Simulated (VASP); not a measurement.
OSZICAR of a VASP run on Ag (fcc):

File OSZICAR:
```
       N       E                     dE             d eps       ncg     rms          rms(c)
DAV:   1     0.486190266113E+02    0.48619E+02   -0.55740E+03  2241   0.107E+03
DAV:   2     0.849343130411E+00   -0.47770E+02   -0.45089E+02  2213   0.201E+02
DAV:   3     0.448896421238E+00   -0.40045E+00   -0.40037E+00  2613   0.230E+01
DAV:   4     0.447912767570E+00   -0.98365E-03   -0.98364E-03  2531   0.106E+00
DAV:   5     0.447904099446E+00   -0.86681E-05   -0.86680E-05  2476   0.900E-02    0.305E+00
DAV:   6     0.614925047163E+00    0.16702E+00   -0.89492E-01  2232   0.980E+00    0.210E+00
DAV:   7     0.619294969486E+00    0.43699E-02   -0.43519E-03  2331   0.944E-01    0.120E+00
DAV:   8     0.621359386031E+00    0.20644E-02   -0.91397E-04  2218   0.425E-01    0.164E-02
DAV:   9     0.621337333489E+00   -0.22053E-04   -0.19349E-05  2491   0.524E-02    0.703E-03
DAV:  10     0.621325453908E+00   -0.11880E-04   -0.20371E-05  2238   0.598E-02    0.128E-03
DAV:  11     0.621325620577E+00    0.16667E-06   -0.16708E-07  2469   0.497E-03    0.687E-04
DAV:  12     0.621325765840E+00    0.14526E-06   -0.15802E-07  2210   0.515E-03    0.111E-04
DAV:  13     0.621325733901E+00   -0.31939E-07   -0.60982E-10  1120   0.325E-04
   1 F= 0.62132573E+00 E0= 0.62121865E+00  d E =0.321242E-03
```

### Question
Which electronic solver shows in the log?

### Answer
It is blocked Davidson (ALGO = Normal, or the opening steps of other solvers). The INCAR had ALGO = Normal.

### Question
Can the final energy be trusted as converged?

### Answer
The run converged. It stopped with EDIFF = 1E-7, NELM = 100 (vdW-DF2, plane waves, VASP's PBE PAW potentials (set 64)).

The compound is Ag in the fcc structure. This cell is one point of a volume scan, at 1.03 of the reference volume.
